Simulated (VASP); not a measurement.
Calculation: PBE GGA, VASP's PBE PAW potentials (set 64) (plane waves; VASP).

The input files of a VASP run:

**POSCAR**
```
ZnS
1
    0.0000000000     2.7205248769     2.7205248769
    2.7205248769    -0.0000000000     2.7205248769
    2.7205248769     2.7205248769     0.0000000000
Zn S
1 1
Direct
  0.0000000000   0.0000000000   0.0000000000
  0.2500000000   0.2500000000   0.2500000000
```

### KPOINTS
```
Automatic mesh
0
Gamma
8 8 8
0 0 0
```

INCAR:
```
! general
SYSTEM  = ZnS
PREC    = Accurate
ENCUT   = 480
LREAL   = .False.
LASPH   = .True.

! electronic loop
EDIFF   = 1E-7
NELM    = 100
ALGO    = Normal
LMAXMIX = 4

! smearing
ISMEAR  = 0
SIGMA   = 0.05

! functional
GGA     = PE

! ions
ISIF    = 2

! output
LWAVE   = .False.
LCHARG  = .False.
```

POTCAR, in this order: Zn S (PBE.64 set). Program: vasp_std.

The run wrote:

### OUTCAR
```
 ion  position               nearest neighbor table
   1  0.000  0.000  0.000-   2 2.36   2 2.36   2 2.36   2 2.36
   2  0.250  0.250  0.250-   1 2.36   1 2.36   1 2.36   1 2.36
  LATTYP: Found a face centered cubic cell.
 ALAT       =     5.4410497538
 Subroutine PRICEL returns:
 Original cell was already a primitive cell.
 Subroutine GETGRP returns: Found 24 space group operations
The static configuration has the point symmetry T_d .
The dynamic configuration has the point symmetry T_d .
 Subroutine INISYM returns: Found 24 space group operations
 Subroutine IBZKPT returns following result:
 Found     29 irreducible k-points:

 Following reciprocal coordinates:
            Coordinates               Weight
  0.000000  0.000000  0.000000      1.000000
  0.125000  0.000000  0.000000      8.000000
  0.250000  0.000000  0.000000      8.000000
  0.375000  0.000000  0.000000      8.000000
  0.500000  0.000000  0.000000      4.000000
  0.125000  0.125000  0.000000      6.000000
  0.250000  0.125000  0.000000     24.000000
  0.375000  0.125000  0.000000     24.000000
  0.500000  0.125000  0.000000     24.000000
 -0.375000  0.125000  0.000000     24.000000
 -0.250000  0.125000  0.000000     24.000000
 -0.125000  0.125000  0.000000     12.000000
  0.250000  0.250000  0.000000      6.000000
  0.375000  0.250000  0.000000     24.000000
  0.500000  0.250000  0.000000     24.000000
 -0.375000  0.250000  0.000000     24.000000
 -0.250000  0.250000  0.000000     12.000000
  0.375000  0.375000  0.000000      6.000000
  0.500000  0.375000  0.000000     24.000000
 -0.375000  0.375000  0.000000     12.000000
  0.500000  0.500000  0.000000      3.000000
  0.375000  0.250000  0.125000     24.000000
  0.500000  0.250000  0.125000     48.000000
 -0.375000  0.250000  0.125000     24.000000
  0.500000  0.375000  0.125000     24.000000
 -0.375000  0.375000  0.125000     48.000000
 -0.250000  0.375000  0.125000     24.000000
 -0.375000  0.500000  0.125000     12.000000
 -0.250000  0.500000  0.250000      6.000000
   k-points           NKPTS =     29   k-points in BZ     NKDIM =     29   number of bands    NBANDS=     13
   number of dos      NEDOS =    301   number of ions     NIONS =      2
   total plane-waves  NPLWV =  21952
   dimension x,y,z NGX =    28 NGY =   28 NGZ =   28
   dimension x,y,z NGXF=    56 NGYF=   56 NGZF=   56
   ions per type =               1   1
   PREC   = accura    normal or accurate (medium, high low for compatibility)
   ISTART =      0    job   : 0-new  1-cont  2-samecut
   ICHARG =      2    charge: 1-file 2-atom 10-const
   ISPIN  =      1    spin polarized calculation?
   LNONCOLLINEAR =      F non collinear calculations
   LSORBIT =      F    spin-orbit coupling
   INIWAV =      1    electr: 0-lowe 1-rand  2-diag
   ENCUT  =  480.0 eV  35.28 Ry    5.94 a.u.   6.87  6.87  6.87*2*pi/ulx,y,z
   NELM   =    100;   NELMIN=  2; NELMDL= -5     # of ELM steps
   EDIFF  = 0.1E-06   stopping-criterion for ELM
   LREAL  =      F    real-space projection
   NLSPLINE    = F    spline interpolate recip. space projectors
   LMAXMIX     =    4 max onsite mixed and CHGCAR
   VOSKOWN=      0    Vosko Wilk Nusair interpolation
   EDIFFG = 0.1E-05   stopping-criterion for IOM
   NSW    =      0    number of steps for IOM
   NBLOCK =      1;   KBLOCK =      1    inner block; outer block
   IBRION =     -1    ionic relax: 0-MD 1-quasi-New 2-CG
   NFREE  =      0    steps in history (QN), initial steepest desc. (CG)
   ISIF   =      2    stress and relaxation
   ISYM   =      2    0-nonsym 1-usesym 2-fastsym
   TEIN   =    0.0    initial temperature
   TEBEG  =    0.0;   TEEND  =   0.0 temperature during run
   SMASS  =  -3.00    Nose mass-parameter (am)
...
```

OSZICAR:
```
       N       E                     dE             d eps       ncg     rms          rms(c)
DAV:   1     0.886624238124E+02    0.88662E+02   -0.88659E+03   754   0.156E+03
DAV:   2    -0.120482105206E+01   -0.89867E+02   -0.85344E+02   834   0.282E+02
DAV:   3    -0.720341346000E+01   -0.59986E+01   -0.59742E+01   919   0.727E+01
DAV:   4    -0.727776944399E+01   -0.74356E-01   -0.74335E-01   854   0.864E+00
DAV:   5    -0.727899131456E+01   -0.12219E-02   -0.12219E-02   924   0.110E+00    0.682E+00
DAV:   6    -0.686738599906E+01    0.41161E+00   -0.95748E-01  1130   0.364E+01    0.527E+00
DAV:   7    -0.685189694077E+01    0.15489E-01   -0.33048E-01   784   0.561E+00    0.268E+00
DAV:   8    -0.685142325665E+01    0.47368E-03   -0.55068E-03   884   0.703E-01    0.771E-01
DAV:   9    -0.685172369851E+01   -0.30044E-03   -0.10936E-03   837   0.313E-01    0.122E-01
DAV:  10    -0.685186735925E+01   -0.14366E-03   -0.14320E-04   864   0.127E-01    0.564E-02
DAV:  11    -0.685188920941E+01   -0.21850E-04   -0.33483E-05   827   0.759E-02    0.743E-03
DAV:  12    -0.685189041459E+01   -0.12052E-05   -0.27774E-06   885   0.192E-02    0.521E-03
DAV:  13    -0.685189029516E+01    0.11943E-06   -0.30476E-07   855   0.127E-02    0.546E-04
DAV:  14    -0.685189027588E+01    0.19274E-07   -0.82988E-08   580   0.261E-03
   1 F= -.68518903E+01 E0= -.68518903E+01  d E =-.159176E-13
```

### OUTCAR
```
------------------------ aborting loop because EDIFF is reached ----------------------------------------
  FORCE on cell =-STRESS in cart. coord.  units (eV):
  Direction    XX          YY          ZZ          XY          YZ          ZX
  --------------------------------------------------------------------------------------
  Total        0.0546644      0.0546644      0.0546644     -0.0000000     -0.0000000      0.0000000
  in kB        2.1748384      2.1748384      2.1748384     -0.0000000     -0.0000000      0.0000000
  external PRESSURE =       2.1748384 kB  Pullay stress =       0.0000000 kB
  volume of cell :       40.27
      direct lattice vectors                 reciprocal lattice vectors
     0.000000000  2.720524877  2.720524877    -0.183788064  0.183788064  0.183788064
     2.720524877  0.000000000  2.720524877     0.183788064 -0.183788064  0.183788064
     2.720524877  2.720524877  0.000000000     0.183788064  0.183788064 -0.183788064
  FREE ENERGIE OF THE ION-ELECTRON SYSTEM (eV)
  ---------------------------------------------------
  free  energy   TOTEN  =        -6.8518902759 eV

  energy  without entropy=       -6.8518902759  energy(sigma->0) =       -6.85189028
```
(Selected blocks of OUTCAR.)

The compound is ZnS in the zinc blende structure. It was relaxed first.
